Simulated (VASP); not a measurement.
SrRh: energy against volume and a worked fit

It takes space group Fm-3m (No. 225, cubic). The conventional cell has a = 5.985 Å, b = 5.985 Å, c = 5.985 Å, α = 90.00°, β = 90.00°, γ = 90.00°. Sr (site symmetry m-3m) is surrounded by 6 Rh at 2.99 Å. Rh (site symmetry m-3m) is surrounded by 6 Sr at 2.99 Å.

The cell comes from a database or a generator and needn't be the stable form of this composition.

The cell was scaled at fixed shape and fractions and run with VASP, PBE PAW files Rh_pv, Sr_sv, 520 eV; PBE, k mesh 8 × 8 × 8 on the cell of 2 atoms, fermi-dirac occupations of 0.05 eV, no spin polarisation, no spin-orbit coupling. Energies are those that the program minimises, any entropy of the smearing included. For a metal such a mesh isn't converged to the digits shown.

| V (Å³/atom) | energy over the lowest row (meV/atom) |
| --- | --- |
| 25.1959 | 16.480 |
| 25.7320 | 7.901 |
| 26.2681 | 2.509 |
| 26.8042 | 0.000 |
| 27.3403 | 0.059 |
| 27.8764 | ? |
| 28.4124 | 6.948 |

Task: Fit the third-order Birch-Murnaghan form, give V0, B0 and B′, and predict the energy left open.

Result: With y = (V0/V)^(2/3), E = E0 + (9 V0 B0/16) [(y - 1)³ B′ + (y - 1)² (6 - 4y)]. Least squares through the rows shown give V0 = 27.0553 Å³/atom, E0 = -0.279 meV, B0 = 37.08 GPa (1 eV/Å³ = 160.218 GPa) and B′ = 4.28, with a largest miss of 0.005 meV. At V = 27.8764 the form with these constants gives 2.457 meV; the run gave 2.456 meV an atom.
